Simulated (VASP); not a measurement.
```
CELL_PARAMETERS angstrom
      0.00000     2.83123     2.83123
      2.83123     0.00000     2.83123
      2.83123     2.83123     0.00000
ATOMIC_POSITIONS crystal
  Be 0.00000 0.00000 0.00000
  Te 0.25000 0.25000 0.25000
```

These are r2SCAN meta-GGA with spin-orbit coupling, VASP's PBE PAW potentials (set 64) (plane waves; VASP) values and carry that method's errors. Numerical set-up: 400 eV cut-off, 7×7×7 Γ-centred mesh, Gaussian smearing of 0.050 eV, potentials Be Te.

Task: Estimate the energy per atom (σ→0), band gap (over mesh and band path) with the smallest direct gap where there is one.

Result: 
| Quantity | Value |
|---|---|
| band gap (over mesh and band path) | 2.08 eV |
| smallest direct gap (over mesh and band path) | 3.72 eV |
| energy per atom (σ→0) | -15.381 eV/atom |

The compound is BeTe in the zinc blende structure. It was relaxed first.
